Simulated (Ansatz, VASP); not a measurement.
# Sc3B in two plane-wave programs, part 2 of 2

Wanted: the spread between two codes on one cell, functional and k mesh. The cell is generated by rule, not measured, and may not be a known phase. The cell is taken from a series of runs on this material, whose earlier steps may have relaxed, scaled, displaced or heated it; both programs get it as it stands.

VASP 6.6.1 and Ansatz 0.2.0.

So far: The starting structure; VASP: relaxation of cell and atoms, PBEsol, pair 1; Ansatz: relaxation of cell and atoms, PBEsol, pair 1; Comparison.

### Step 5. VASP: relaxation of cell and atoms, PBEsol, pair 2

Level of this step: PBEsol; plane waves and PAW (Sc_sv, B); invented cell (VASP).

The relaxed volume is the usual yardstick between codes: in a stiff, nearly cubic crystal its relative difference is about their pressure difference at one cell divided by the bulk modulus. This pair takes another cell of the material, with 8 atoms against 4 for the pair before.

File INCAR:

```
SYSTEM = Sc3B
PREC = Accurate
ENCUT = 500
EDIFF = 1E-07
NELM = 120
ISMEAR = 1
SIGMA = 0.15
LREAL = .FALSE.
ALGO = Normal
GGA = PS
NBANDS = 44
LASPH = .TRUE.
LORBIT = 11
LWAVE = .FALSE.
LCHARG = .FALSE.
ISIF = 3
IBRION = 2
NSW = 80
EDIFFG = -0.005
GGA_COMPAT = .FALSE.
NELMIN = 4
KPAR = 2
```

File POSCAR:

```
Sc3B
1.0
    5.6427850000      0.0000000000      0.0000000000
    0.0000000000      5.6427850000      0.0000000000
    0.0000000000      0.0000000000      4.3973340000
Sc B
6 2
Direct
    0.0000000000      0.0000000000      0.0000000000
    0.5000000886      0.5000000886      0.0000000000
    0.6720596301      0.8279404585      0.5000000000
    0.3279403699      0.1720595415      0.5000000000
    0.8279404585      0.3279403699      0.5000000000
    0.1720595415      0.6720596301      0.5000000000
    0.5000000886      0.0000000000      0.0000000000
    0.0000000000      0.5000000886      0.0000000000
```

File KPOINTS:

```
Automatic mesh
0
Gamma
6 6 8
0 0 0
```

Potentials, in the order of the species: Sc_sv and B (PBE family, release 64).

Run with:

```bash
> mpirun -np 2 vasp_std
```

Numbers of over 12 decimals in the logs are rounded to 6 here.

The log of the run:

```text
[banner, memory and clock lines left out]
running    2 mpi-ranks, on    1 nodes
[...]
[... a notice as in an earlier step ...]

 LDA part: xc-table for (Slater+PW92), standard interpolation
 POSCAR, INCAR and KPOINTS ok, starting setup
[...]
entering main loop
       N       E                     dE             d eps       ncg     rms          rms(c)
DAV:   1     0.143643240768E+04    0.14364E+04   -0.30749E+04  4424   0.172E+03
DAV:   2     0.766609435366E+02   -0.13598E+04   -0.13468E+04  6368   0.806E+02
DAV:   3    -0.527196966247E+02   -0.12938E+03   -0.12629E+03  7252   0.323E+02
DAV:   4    -0.613627880163E+02   -0.86431E+01   -0.83889E+01  7240   0.670E+01
[...]
DAV:  15    -0.529158491570E+02    0.15586E-06   -0.74433E-07  5016   0.702E-03    0.963E-04
DAV:  16    -0.529158492604E+02   -0.10344E-06   -0.99472E-08  3760   0.334E-03    0.571E-04
DAV:  17    -0.529158492683E+02   -0.78835E-08   -0.41143E-08  3536   0.230E-03
   1 F= -.52915849E+02 E0= -.52917185E+02  d E =-.529158E+02
[... from here on, the cycles between the ionic steps are left out ...]
   2 F= -.52915947E+02 E0= -.52917272E+02  d E =-.978081E-04
   3 F= -.52915952E+02 E0= -.52917279E+02  d E =-.102873E-03
   4 F= -.52915952E+02 E0= -.52917279E+02  d E =-.102827E-03
   5 F= -.52915951E+02 E0= -.52917279E+02  d E =-.102051E-03
   6 F= -.52915952E+02 E0= -.52917279E+02  d E =-.102849E-03
   7 F= -.52915958E+02 E0= -.52917281E+02  d E =-.565859E-05
 trial-energy change:   -0.000006  1 .order   -0.000006   -0.000006   -0.000005
 step:   3.3851(harm=  3.3851)  dis= 0.00062  next Energy=   -52.915964 (dE=-0.114E-04)
 reached required accuracy - stopping structural energy minimisation
```

From OUTCAR (step 5):

```text
  Total        0.0040159      0.0040159     -0.0107530      0.0000000     -0.0000000      0.0000000
  in kB        0.0458820      0.0458820     -0.1228546      0.0000000     -0.0000000      0.0000000
  external PRESSURE =      -0.0103635 kB  Pullay stress =       0.0000000 kB

 POSITION                                       TOTAL-FORCE (eV/Angst)
 -----------------------------------------------------------------------------------
      0.00000      0.00000     -0.00000         0.000000     -0.000000      0.000000
      2.82286      2.82286      4.39954         0.000000     -0.000000      0.000000
      3.79475      4.67384      2.19977         0.002616     -0.002616     -0.000000
      1.85098      0.97188      2.19977        -0.002616      0.002616      0.000000
      4.67384      1.85098      2.19977        -0.002616     -0.002616      0.000000
      0.97188      3.79475      2.19977         0.002616      0.002616     -0.000000
      2.82286      5.64573      4.39954         0.000000     -0.000000      0.000000
      0.00000      2.82286      0.00000         0.000000     -0.000000      0.000000
 -----------------------------------------------------------------------------------
    total drift:                               -0.000305      0.000764     -0.000001

  FREE ENERGIE OF THE ION-ELECTRON SYSTEM (eV)
  ---------------------------------------------------
  free  energy   TOTEN  =       -52.9159577761 eV

  energy  without entropy=      -52.9199283994  energy(sigma->0) =      -52.91728132

[... 1 part as in an earlier step ...]

[... 3 further parts left out ...]
[key lines of the parts left out:]
E-fermi :   4.7154
```

The run keeps the 16 symmetry operations of its start, so it cannot find a distortion of lower symmetry.

### Step 6. Ansatz: relaxation of cell and atoms, PBEsol, pair 2

The same cell, functional, mesh and smearing now go to Ansatz, which takes its cutoff from its data sets.

The cell is taken from a series of runs on this material, whose earlier steps may have relaxed, scaled, displaced or heated it; both programs get it as it stands.

File input.yaml:

```yaml
crystal:
  lattice:
    - [5.6427850869, 0.0, 0.0]
    - [0.0, 5.6427850869, 0.0]
    - [0.0, 0.0, 4.3973343618]
  atoms:
    - { symbol: Sc, position: [0.0, 0.0, 0.0] }
    - { symbol: Sc, position: [0.5, 0.5, 0.0] }
    - { symbol: Sc, position: [0.6720595828, 0.8279404172, 0.5] }
    - { symbol: Sc, position: [0.3279404172, 0.1720595828, 0.5] }
    - { symbol: Sc, position: [0.8279404172, 0.3279404172, 0.5] }
    - { symbol: Sc, position: [0.1720595828, 0.6720595828, 0.5] }
    - { symbol: B, position: [0.5, 0.0, 0.0] }
    - { symbol: B, position: [0.0, 0.5, 0.0] }
kpoints:
  mp_grid: { grid: [6, 6, 8] }
hamiltonian:
  xc: pbesol
scf:
  occupations: { method: methfessel_paxton, width: 0.15 }
output:
  forces: true
  stress: true
  eigenvalues: true
relax:
  adjacent_minimum: "off"
  f_tol: 0.001
  max_steps: 60
  cell: { stress_tol: 0.01 }
```

Run with:

```bash
> ansatz run input.yaml --threads 8 --pin off --max-ram 14336MiB --backend cpu --events-out ev --progress --plain --runs-dir out
```

The log of the run:

```text
[...]
Crystal: 8 atoms, lattice volume = 140.016 Å³
Basis set: ecut = 420 eV, 2755 PW (Γ), exchange–correlation on 80×80×60 points (8 copies of the dense FFT grid, shifted against one another)
Bands: 44, of which v1, the nominal top of the filled ones, is band 36 counted from 1 (35 counted from 0)
Symmetry: 16 space group operations
[...]
k-points: 50 of 288
[...]
- [0.0, 0.0, 4.3973343618]
  atoms:
    - { symbol: Sc, position: [0.0, 0.0, 0.0] }
    - { symbol: Sc, position: [0.500000, 0.500000, 0.0] }
    - { symbol: Sc, position: [0.672060, 0.8279404172, 0.500000] }
    - { symbol: Sc, position: [0.327940, 0.172060, 0.500000] }
    - { symbol: Sc, position: [0.8279404172, 0.327940, 0.500000] }
    - { symbol: Sc, position: [0.172060, 0.672060, 0.500000] }
    - { symbol: B, position: [0.500000, 0.0, 0.0] }
    - { symbol: B, position: [0.0, 0.500000, 0.0] }
[key lines of the parts left out:]
SCF converged after 6 iterations
Free energy (F): -12972.781194 eV
Fermi energy:    10.941616 eV
P = ⅓ Tr σ = 0.0007 GPa (0.007 kbar)
```

### Step 7. Differences

Compared:

```tsv
quantity	Ansatz	VASP	difference
volume (Å³)	140.02	140.23	-0.15 %
edge a after relaxation, in the typed setting (Å)	5.643	5.646	-0.05 %
edge c after relaxation, in the typed setting (Å)	4.397	4.399	-0.05 %
```

### Step 8. Ansatz: relaxation of cell and atoms, PBEsol, pair 3

The relaxed volume is the usual yardstick between codes: in a stiff, nearly cubic crystal its relative difference is about their pressure difference at one cell divided by the bulk modulus. Its start cell is another than that of the pair before, and may be another structure of the material.

The cell is taken from a series of runs on this material, whose earlier steps may have relaxed, scaled, displaced or heated it; both programs get it as it stands.

input.yaml, the sections that differ from step 6:

```yaml
crystal:
  lattice:
    - [4.0086075347, 0.0, 0.0]
    - [0.0, 4.0086075347, 0.0]
    - [0.0, 0.0, 8.3463098514]
  atoms:
    - { symbol: Sc, position: [0.0, 0.5, 0.2218104133] }
    - { symbol: Sc, position: [0.0, 0.5, 0.7781895867] }
    - { symbol: Sc, position: [0.5, 0.0, 0.2781895867] }
    - { symbol: Sc, position: [0.5, 0.0, 0.7218104133] }
    - { symbol: Sc, position: [0.5, 0.5, 0.5] }
    - { symbol: Sc, position: [0.5, 0.5, 0.0] }
    - { symbol: B, position: [0.0, 0.0, 0.0] }
    - { symbol: B, position: [0.0, 0.0, 0.5] }
kpoints:
  mp_grid: { grid: [8, 8, 4] }
# hamiltonian, scf, output, relax: as in step 6
```

The log of the run:

```text
[...]
Crystal: 8 atoms, lattice volume = 134.116 Å³
Basis set: ecut = 420 eV, 2627 PW (Γ), exchange–correlation on 54×54×120 points (8 copies of the dense FFT grid, shifted against one another)
Bands: 44, of which v1, the nominal top of the filled ones, is band 36 counted from 1 (35 counted from 0)
Symmetry: 16 space group operations
[...]
k-points: 45 of 256
[...]
cell:  # Å, volume = 134.1324 Å³
    - [4.008370, 0, 0.0]
    - [0, 4.008370, 0.0]
    - [0.0, 0.0, 8.348301]
  atoms:
    - { symbol: Sc, position: [0, 0.5, 0.221751] }
    - { symbol: Sc, position: [0, 0.5, 0.778249] }
    - { symbol: Sc, position: [0.5, 0, 0.278249] }
    - { symbol: Sc, position: [0.5, 0, 0.721751] }
    - { symbol: Sc, position: [0.5, 0.5, 0.5] }
    - { symbol: Sc, position: [0.5, 0.5, 0] }
    - { symbol: B, position: [0, 0, 0] }
    - { symbol: B, position: [0, 0, 0.5] }
[key lines of the parts left out:]
SCF converged after 6 iterations
Free energy (F): -12971.984555 eV
Fermi energy:    11.471789 eV
P = ⅓ Tr σ = -0.0044 GPa (-0.044 kbar)
```

### Step 9. VASP: relaxation of cell and atoms, PBEsol, pair 3

The same cell, functional, mesh and smearing now go to VASP, with its own data sets.

INCAR is that of step 5.

File POSCAR:

```
Sc3B
1.0
    4.0086080000      0.0000000000      0.0000000000
    0.0000000000      4.0086080000      0.0000000000
    0.0000000000      0.0000000000      8.3463100000
Sc B
6 2
Direct
    0.0000000000      0.5000000000      0.2218103569
    0.0000000000      0.5000000000      0.7781895233
    0.5000000000      0.0000000000      0.2781895233
    0.5000000000      0.0000000000      0.7218103569
    0.5000000000      0.5000000000      0.5000000000
    0.5000000000      0.5000000000      0.0000000000
    0.0000000000      0.0000000000      0.0000000000
    0.0000000000      0.0000000000      0.5000000000
```

File KPOINTS:

```
Automatic mesh
0
Gamma
8 8 4
0 0 0
```

Run with:

```bash
> mpirun -np 2 vasp_std
```

The log of the run:

```text
[... set-up lines as in an earlier step ...]
 entering main loop
       N       E                     dE             d eps       ncg     rms          rms(c)
DAV:   1     0.152131135738E+04    0.15213E+04   -0.31528E+04  3968   0.175E+03
DAV:   2     0.899647809508E+02   -0.14313E+04   -0.14183E+04  5704   0.812E+02
DAV:   3    -0.505729387320E+02   -0.14054E+03   -0.13759E+03  6436   0.346E+02
DAV:   4    -0.587124456274E+02   -0.81395E+01   -0.78592E+01  6496   0.677E+01
[...]
DAV:  14    -0.521163264722E+02    0.71743E-06   -0.26249E-06  4224   0.106E-02    0.124E-03
DAV:  15    -0.521163263345E+02    0.13773E-06   -0.22038E-07  3280   0.466E-03    0.492E-04
DAV:  16    -0.521163262989E+02    0.35593E-07   -0.42044E-08  2632   0.298E-03
   1 F= -.52116326E+02 E0= -.52117251E+02  d E =-.521163E+02
[...]
N       E                     dE             d eps       ncg     rms          rms(c)
DAV:   1    -0.521205127724E+02   -0.41864E-02   -0.12988E-01  4224   0.366E+00    0.495E-01
DAV:   2    -0.521168976538E+02    0.36151E-02   -0.14032E-02  5608   0.122E+00    0.131E-01
DAV:   3    -0.521165407238E+02    0.35693E-03   -0.10167E-03  5116   0.280E-01    0.618E-02
DAV:   4    -0.521165038918E+02    0.36832E-04   -0.33857E-04  5836   0.106E-01    0.261E-02
DAV:   5    -0.521164949789E+02    0.89130E-05   -0.63460E-05  5688   0.708E-02    0.199E-02
DAV:   6    -0.521164963703E+02   -0.13914E-05   -0.45946E-05  6084   0.314E-02    0.825E-03
DAV:   7    -0.521164929748E+02    0.33955E-05   -0.28839E-05  5456   0.222E-02    0.130E-03
DAV:   8    -0.521164930365E+02   -0.61697E-07   -0.87760E-07  4040   0.605E-03
   2 F= -.52116493E+02 E0= -.52117472E+02  d E =-.166738E-03
 trial-energy change:   -0.000167  1 .order   -0.000161   -0.000389    0.000067
 step:   0.8626(harm=  0.8538)  dis= 0.00035  next Energy=   -52.116498 (dE=-0.171E-03)
 reached required accuracy - stopping structural energy minimisation
```

From OUTCAR (step 9):

```text
  Total       -0.0253205     -0.0253205     -0.0343341     -0.0000000      0.0000000      0.0000000
  in kB       -0.3016978     -0.3016978     -0.4090971     -0.0000000      0.0000000      0.0000000
  external PRESSURE =      -0.3374975 kB  Pullay stress =       0.0000000 kB

 POSITION                                       TOTAL-FORCE (eV/Angst)
 -----------------------------------------------------------------------------------
     -0.00000      2.00597      1.85344        -0.000000     -0.000000      0.004685
     -0.00000      2.00597      6.50068        -0.000000     -0.000000     -0.004685
      2.00597      0.00000      2.32362        -0.000000      0.000000     -0.004685
      2.00597      0.00000      6.03050         0.000000     -0.000000      0.004685
      2.00597      2.00597      4.17706        -0.000000     -0.000000      0.000000
      2.00597      2.00597      0.00000        -0.000000     -0.000000      0.000000
      0.00000      0.00000      0.00000        -0.000000     -0.000000      0.000000
      0.00000      0.00000      4.17706        -0.000000     -0.000000      0.000000
 -----------------------------------------------------------------------------------
    total drift:                                0.000000      0.000000      0.002247

  FREE ENERGIE OF THE ION-ELECTRON SYSTEM (eV)
  ---------------------------------------------------
  free  energy   TOTEN  =       -52.1164930365 eV

  energy  without entropy=      -52.1194307728  energy(sigma->0) =      -52.11747228

[... 1 part as in an earlier step ...]

[... 3 further parts left out ...]
[key lines of the parts left out:]
E-fermi :   4.9652
```

### Step 10. Side by side

Compared:

```tsv
quantity	Ansatz	VASP	difference
volume (Å³)	134.13	134.47	-0.25 %
edge a after relaxation, in the typed setting (Å)	4.008	4.012	-0.09 %
edge c after relaxation, in the typed setting (Å)	8.348	8.354	-0.07 %
```

### Step 11. Summary of results

| Item | Value |
| --- | --- |
| difference in volume (relaxation of cell and atoms, PBEsol, pair 1) | -0.19 % |
| difference in volume (relaxation of cell and atoms, PBEsol, pair 2) | -0.15 % |
| difference in volume (relaxation of cell and atoms, PBEsol, pair 3) | -0.25 % |

In words: The difference in volume is -0.25 % (relaxation of cell and atoms, PBEsol, pair 3), within the 1.2 % picked in this series as the mark of a large difference, as far as the stopping tolerances let one tell. 2 further runs of this series are not shown here. Such differences can come from data sets, numerical settings and the points named under the comparisons, not from the functional's error against experiment.

[Lines on the potential files, build, host, timing and source positions are cut from VASP's logs without a mark.]

[Logs are printed without paths, hosts, clocks, repeated set-up lines and the standing remarks that a program may print on its own settings, such as how far it seeks lower states.]

[Hosts, paths, dates, database ids (printed as entryN), source tags and the programs' standing remarks are cut or masked in the printed files.]
